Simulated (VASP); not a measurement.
Input of a VASP 6.6.1 run:

The input INCAR:

```
  PREC = Normal
  ENCUT = 520
  EDIFF = 1E-5
  ISMEAR = 0
  SIGMA = 0.05
  LREAL = Auto
  LASPH = T
  NELM = 80
  ALGO = Fast
  ISIF = 2
  LWAVE = F
  LCHARG = F
  GGA = PE
  NBANDS = 46
```

The input KPOINTS:

```
Automatic mesh
0
Gamma
  5 5 5
```

Contents of POSCAR:

```
Al2GaP3
1.0
   -1.9475000000      5.8408400000      2.7519300000
    3.8950000000    -11.6816800000      5.5038600000
    1.9475000000      5.8408400000     -2.7519300000
Al Ga P
4 2 6
Direct
    0.6666840000      0.0000025000      0.6666780000
    0.6666840000      0.5000025000      0.6666780000
    0.3333270000      0.0000025000      0.3333220000
    0.3333270000      0.5000025000      0.3333220000
    0.0000200000      0.0000100000      0.0000000000
    0.0000200000      0.5000100000      0.0000000000
    0.7490000000      0.1245000000      0.5000000000
    0.7490000000      0.6245000000      0.5000000000
    0.0837280000      0.1253555000      0.8330160000
    0.0837280000      0.6253555000      0.8330160000
    0.4176950000      0.1253555000      0.1669840000
    0.4176950000      0.6253555000      0.1669840000
```

Potentials or basis: VASP PAW PBE potentials, release 64 (Al, Ga_d, P).

Run with:

```sh
$ cat potpaw_PBE.64/Al/POTCAR potpaw_PBE.64/Ga_d/POTCAR potpaw_PBE.64/P/POTCAR > POTCAR
$ mpirun -np 1 vasp_std > vasp.out
```

(1) What does it give for the band gap on the k mesh?

(2) Predict the largest force.

Results:

(1) 1.80 eV.

(2) 0.016 eV/Å.

Caveat: an odd mesh through Γ misses points on the zone boundary, where band edges often lie.
